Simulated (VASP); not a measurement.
# Valence-band splitting at Γ and top-band hole masses of BAs (F-43m) under biaxial (110) strain, r2SCAN with spin-orbit coupling

A p-type channel of BAs on a mismatched substrate is strained whether or not the designer wants it. Strain can help such a channel, because it separates hole bands that otherwise scatter into each other, and it can hurt if the band left on top is heavy along the current. I therefore follow the three highest valence levels at Γ, and the mass of the top band, from 2 % compression to 2 % tension in the (110) plane. The levels are calculated with r2SCAN and spin-orbit coupling on LDA cells, and each is given as a depth below the valence-band top at the same strain. Masses are in units of the free-electron mass.

## Computational details

The start is a typed prototype cell. The crystal was relaxed with LDA. Equal strain is imposed in the (110) plane; the strain along the normal is adjusted until the normal stress vanishes, and the atoms are relaxed with LDA. VASP 6.6.1, plane waves with PAW, cutoff 480 eV, no spin polarisation. Band edges are single points at r2SCAN with spin-orbit coupling on these cells, k mesh 9×9×9, read on short lines of k points at the zone centre and through the valleys; energies are counted from the valence-band top at the zone centre. Each level is the mean of a Kramers pair; masses are fitted within 0.05 1/Å of the zone centre and are rough where two bands nearly touch. All levels use the PAW data sets made with LDA.

Notes on method and selection:

- Runs that did not converge, have known faults or may not be shown are not listed, and runs on Ansatz's PAW sets soft_1 and soft_2 are kept to separate tables.

Columns:

- strain (%): strain in the plane (tension positive).
- second level (eV): second valence level below the top at Γ.
- third level (eV): third valence level below the top at Γ.
- mass, normal (mₑ): mass of the top hole band along the normal.
- mass, plane (mₑ): mass of the top hole band in the plane.

## Results

| member | sign of the strain | strain (%) | second level (eV) | third level (eV) | mass, normal (mₑ) | mass, plane (mₑ) |
| --- | --- | --- | --- | --- | --- | --- |
| −2 % | compression | −2.0 | 0.1001 | 0.381 | 0.337 | 0.158 |
| −1.5 % | compression | −1.5 | ? | ? | ? | ? |
| −1 % | compression | −1.0 | 0.0667 | 0.276 | 0.346 | 0.157 |
| −0.5 % | compression | −0.5 | 0.0371 | 0.239 | 0.361 | 0.152 |
| 0 % | compression | 0.0 | 0.0000 | 0.215 | 0.443 | 0.443 |
| 0 % | tension | 0.0 | 0.0000 | 0.215 | 0.443 | 0.443 |
| +0.5 % | tension | 0.5 | 0.0429 | 0.242 | 0.131 | 0.503 |
| +1 % | tension | 1.0 | 0.0889 | 0.278 | 0.131 | 0.610 |
| +1.5 % | tension | 1.5 | 0.1378 | 0.321 | 0.128 | 0.756 |
| +2 % | tension | 2.0 | 0.1834 | 0.364 | 0.125 | 0.840 |

Cells marked ? are withheld until the estimate has been made.

Least-squares fits to the members shown, with x = strain (%); R² and errors in the fitted variable (y, or ln y where the fit is in ln y):

| y | sign of the strain | members | fit | R² | rms residual | leave-one-out rms | the same for the mean of the others |
| --- | --- | --- | --- | --- | --- | --- | --- |
| third level (eV) | compression | 4 | y = 0.2036 − 0.08474 x | 0.98 | 0.0099 | 0.029 | 0.085 |
| third level (eV) | tension | 5 | y = 0.2086 + 0.07540 x | 0.99 | 0.0048 | 0.0098 | 0.067 |
| second level (eV) | compression | 4 | y = 0.008160 − 0.04893 x | 0.96 | 0.0073 | 0.021 | 0.049 |
| second level (eV) | tension | 5 | y = −0.001740 + 0.09234 x | 1.00 | 0.0014 | 0.0025 | 0.082 |

## What drives the series

Both signs of strain lift the degeneracy of the top, but not in the same way. In tension the second level drops almost linearly, by 0.092 eV per % in the fit. In compression it starts at 0.0371 / 0.5 = 0.074 eV per % and slows to (0.1001 − 0.0667) / 1.0 = 0.033 eV per % between −1 % and −2 %. The third level moves away from the top on both sides, by similar amounts.

The p orbitals of the valence band explain the difference. Tension in the plane shortens the crystal along the normal and raises the orbital that points along it, so one level pulls away from the other two. Compression raises the two in-plane orbitals together and lowers the normal one. The upper two levels are then held apart mainly by spin-orbit coupling, which does not grow with strain, while the third keeps falling.

The masses fit this picture, since a p band is light along its own lobes and heavy across them. The mass along the normal is smaller at +2 % than at −2 % by a factor 0.337 / 0.125 = 2.7, and the mass in the plane is larger by a factor 0.840 / 0.158 = 5.3. Along the tabulated in-plane direction, compression therefore gives the lighter top band. The two in-plane axes are not equivalent, however, so the tabulated in-plane mass does not hold for every direction.

Except for the in-plane mass in tension, most of the change from zero strain is already present at 0.5 % of either sign, because a small splitting is enough to select one band. After that the compressed masses hardly move, as expected for a top state that is already almost purely in-plane. In tension the in-plane mass still climbs from 0.503 to 0.840, because strain mixes the top state with the split-off state and makes it more purely normal in character.

## A prediction

Plain estimates from the members shown:

- −1.5 % (compression), fit at x = −1.5: 0.331 eV
- −1.5 % (compression), straight-line interpolation between −2 % and −1 %: w = (−1.5 − (−2.0)) / (−1.0 − (−2.0)) = 0.500, so 0.381 + 0.500 × (0.276 − 0.381) = 0.329 eV

The third level steepens with compression, so the straight-line value of 0.329 eV should be too deep. I use the p-orbital model with the normal as its only axis. Let $\Delta$ = 0.215 eV be the spin-orbit splitting at zero strain, and $u$ the size of the splitting that strain alone would make between the in-plane and normal orbitals. Then the second and third depths in compression add up to $\Delta + u$, and the third is

$$E_3=\tfrac12\left[\Delta+u+\sqrt{\Delta^2-\tfrac23u\Delta+u^2}\right].$$

The rows give $u$ = 0.0667 + 0.276 − 0.215 = 0.1277 eV at −1 % and 0.1001 + 0.381 − 0.215 = 0.2661 eV at −2 %. Per % of strain these are 0.1277 and 0.2661 / 2.0 = 0.1331, with a mean of (0.1277 + 0.1331) / 2 = 0.1304, so at −1.5 % $u$ = 1.5 × 0.1304 = 0.1956 eV. Under the root stands 0.215 × 0.215 − 2 × 0.1956 × 0.215 / 3 + 0.1956 × 0.1956 = 0.05645 eV². Its root is 0.05645 / 0.2376 = 0.2376 eV, and the third level lies at (0.215 + 0.1956 + 0.2376) / 2 = 0.324 eV.

As a trial I predicted −1 % from −0.5 % and −2 %, interpolating $u$ per % in the same way. At −0.5 % the strain term per % is (0.0371 + 0.239 − 0.215) / 0.5 = 0.1222, so at −1 % it is 0.1222 + (0.1331 − 0.1222) / 3 = 0.1258. With this the formula puts the third level within about 0.001 eV of the tabulated 0.276 eV, where a straight line between the same two rows gives 0.239 + (0.381 − 0.239) / 3 = 0.286 eV. The tension form, $E_3=\sqrt{\Delta^2+\tfrac23u\Delta+u^2}$, reproduces the row at +1.5 % from its neighbours to about 0.001 eV. The model neglects the inequivalence of the in-plane axes, and with $u$ taken from the third level it places the second level, which in tension lies at $(E_3-\Delta+u)/2$, about 0.006 eV too deep at +2 %. With misses of about 0.001 eV for the third level and some allowance for that neglect, I take 0.002 eV as the error.

**Committed estimate, −1.5 % (compression): third level = 0.324 ± 0.002 eV.**

## How the estimate fared

| member | sign of the strain | strain (%) | second level (eV) | third level (eV) | mass, normal (mₑ) | mass, plane (mₑ) |
| --- | --- | --- | --- | --- | --- | --- |
| −1.5 % | compression | −1.5 | 0.0867 | 0.323 | 0.339 | 0.158 |

| member | estimate | third level (eV) | computed | estimate − computed | miss in error bars |
| --- | --- | --- | --- | --- | --- |
| −1.5 % (compression) | committed | 0.324 | 0.323 | +0.001 | 0.5 |
| −1.5 % (compression) | fit | 0.331 | 0.323 | +0.008 |  |
| −1.5 % (compression) | interpolation | 0.329 | 0.323 | +0.006 |  |

The estimate of 0.324 eV is 0.001 eV deeper than the computed 0.323 eV, inside its error bar of 0.002 eV. It did better than the straight line between the neighbours, which is 0.006 eV too deep, and the fit, which is 0.008 eV too deep.

The argument from curvature was right: the third level falls faster as compression grows, so a chord between two rows lies too deep. The same formula also fixes the second level, which I had not used as a test. Since the two depths add up to $\Delta + u$, it should lie at 0.215 + 0.1956 − 0.324 = 0.087 eV, against the computed 0.0867 eV. One strain term and the unstrained spin-orbit splitting thus account for both levels at this strain. That supports the picture of two in-plane p orbitals raised together and parted mainly by spin-orbit coupling. It says little about the inequivalence of the two in-plane axes, since part of that effect can hide in the fitted strain term.

## Members off the line

Least-squares fits to the whole series, with x = strain (%); R² and errors in the fitted variable (y, or ln y where the fit is in ln y):

| y | sign of the strain | members | fit | R² | rms residual | leave-one-out rms | the same for the mean of the others |
| --- | --- | --- | --- | --- | --- | --- | --- |
| third level (eV) | compression | 5 | y = 0.2036 − 0.08320 x | 0.98 | 0.0093 | 0.019 | 0.074 |
| third level (eV) | tension | 5 | y = 0.2086 + 0.07540 x | 0.99 | 0.0048 | 0.0098 | 0.067 |
| second level (eV) | compression | 5 | y = 0.008160 − 0.04996 x | 0.96 | 0.0068 | 0.014 | 0.045 |
| second level (eV) | tension | 5 | y = −0.001740 + 0.09234 x | 1.00 | 0.0014 | 0.0025 | 0.082 |

Largest departures from the fit to the whole series:

| member | sign of the strain | third level (eV) | fit | computed − fit | in rms residuals |
| --- | --- | --- | --- | --- | --- |
| 0 % | tension | 0.215 | 0.209 | +0.006 | 1.3 |
| +1 % | tension | 0.278 | 0.284 | −0.006 | 1.2 |
| 0 % | compression | 0.215 | 0.204 | +0.011 | 1.2 |
| −2 % | compression | 0.381 | 0.370 | +0.011 | 1.2 |

No row stands out, as the largest departure from the fits is 1.3 rms residuals. The departures are those of a straight line laid through a curve: the third level is deeper than the line at 0 % and at 2 % of either sign, and shallower at ±1 %. The cause is spin-orbit coupling, which sets most of the third level's depth at small strain and gives way to the strain term as that grows.

## Summary

Between −2 % and +2 %, either sign of strain splits the valence-band top and pushes the third level down. At −1.5 % the p-orbital formula gave the third level from its neighbours to about 0.001 eV, against about 0.006 eV by straight interpolation.

For a device near room temperature, where the thermal energy is roughly 0.026 eV, 1 % compression parts the upper two levels by 0.0667 / 0.026 = 2.6 thermal energies and 1 % tension by 0.0889 / 0.026 = 3.4. Tension separates them more, but its top band is 0.610 / 0.157 = 3.9 times heavier in the plane. That ratio holds for the tabulated mass and not for every in-plane direction.

I know of no omitted effect on these splittings as large as the third level's spread of 0.381 − 0.215 = 0.166 eV. The usual underestimate of the band gap by r2SCAN, some tenths of an eV, is larger but mainly shifts the conduction band.
